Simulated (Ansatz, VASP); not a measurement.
Na4NO: VASP beside Ansatz

Contents of INCAR:

```
SYSTEM = Na4NO
PREC     = Accurate       ! precision mode
ENCUT    = 520            ! plane-wave cutoff, eV
EDIFF    = 1E-7           ! SCF threshold, eV
ISMEAR   = -1             ! smearing method
SIGMA    = 0.15           ! smearing width, eV
LREAL    = .False.        ! projectors in reciprocal space
LASPH    = .True.         ! aspherical terms in the spheres
NELM     = 100            ! most SCF steps
ALGO     = Fast           ! electronic algorithm
ISIF     = 2              ! what is computed and relaxed
LWAVE    = .False.        ! write WAVECAR
LCHARG   = .False.        ! write CHGCAR
GGA      = PE             ! functional
NBANDS   = 28             ! bands
```

KPOINTS

```
regular mesh
0
Gamma
  5 5 4
  0 0 0
```

The input POSCAR:

```
Na4NO
1.0
    4.0146640000      0.0000000000      0.0000000000
    0.0000000000      4.0146640000      0.0000000000
    0.0000000000      0.0000000000      5.8748600000
Na N O
4 1 1
Direct
    0.0000000000      0.5000000000      0.2619239999
    0.5000000000      0.0000000000      0.7380760001
    0.0000000000      0.5000000000      0.7380760001
    0.5000000000      0.0000000000      0.2619239999
    0.0000000000      0.0000000000      0.0000000000
    0.5000000000      0.5000000000      0.5000000000
```

Input for Ansatz:

```yaml
crystal:
  lattice:
    - [4.014664, 0.0, 0.0]
    - [0.0, 4.014664, 0.0]
    - [0.0, 0.0, 5.87486]
  atoms:
    - { symbol: Na, position: [0.0, 0.5, 0.26192399989106124] }
    - { symbol: Na, position: [0.5, 0.0, 0.7380760001089387] }
    - { symbol: Na, position: [0.0, 0.5, 0.7380760001089387] }
    - { symbol: Na, position: [0.5, 0.0, 0.26192399989106124] }
    - { symbol: "N", position: [0.0, 0.0, 0.0] }
    - { symbol: O, position: [0.5, 0.5, 0.5] }
basis:
  ecutwfc: 489.804952427784
kpoints:
  mp_grid:
    grid: [5, 5, 4]
    shift: [0.0, 0.0, 0.0]
  band_path:
    path:
      - [0.0, 0.0, 0.0]
      - [0.0, 0.5, 0.0]
      - [0.5, 0.5, 0.0]
      - [0.0, 0.0, 0.0]
    npoints: 6
hamiltonian:
  xc: pbe
scf:
  occupations:
    method: fermi_dirac
    width: 0.15
output:
  write_density: true
  write_potential: true
  volumetric_format: npy
  elf: true
  forces: true
```

The cell comes from a database or a generator and needn't be the stable form of this composition.

Alike in both runs: task single point; functional PBE; k mesh 5 × 5 × 4; occupations fermi-dirac, width 0.15 eV; no spin polarisation.

```csv
,VASP,Ansatz
version,VASP 6.6.1,Ansatz 0.2.0
potentials or method,"VASP PAW PBE potentials, release 64 (Na_pv, N, O)","plane waves, PAW"
plane-wave cutoff (eV),520,490
valence electrons in the cell,39,47
```

```tsv
	VASP	Ansatz	Ansatz less VASP
gap on the k mesh at the Fermi level (eV)	none	none	-
rms of the force components (eV/Å)	0.068	0.067	-0.0015
```

Atom by atom the forces differ by 0.002 eV/Å (rms over components). A gap of «none» marks a metal or a gap that the smearing closes. The two sets of potentials don't hold the same shells in valence.

Caveats: an odd number of electrons without spin polarisation forces a metal; a magnetic or distorted state may lie lower.
